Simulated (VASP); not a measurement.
Energy against volume of Ca (fcc). Calculation: rev-vdW-DF2, VASP's PBE PAW potentials (set 64) (plane waves; VASP 6.6.1).

```
V (Å³/atom)  E (eV/atom)
-----------  -----------
38.353           0.22690
39.577           0.22046
40.801           0.21839
42.025           0.22028
43.249           0.22570
```

Question: Fit a third-order Birch-Murnaghan equation of state.

Answer: 
```
Property                                          Value
---------------------------------------  --------------
volume per atom                          40.81 Å^3/atom
bulk modulus                                   17.2 GPa
pressure derivative of the bulk modulus            2.59
lattice constant a                              5.465 Å
```

Measured: a 5.553 Å at 0 K (computed value off by -1.6 %), as given by Gábor I. Csonka et al., Physical Review B (2009), arXiv:0903.4037 [low-temperature or extrapolated to 0 K; zero-point anharmonic expansion removed].

The compound is Ca in the fcc structure. It was relaxed first, which changed the volume by -6 %.
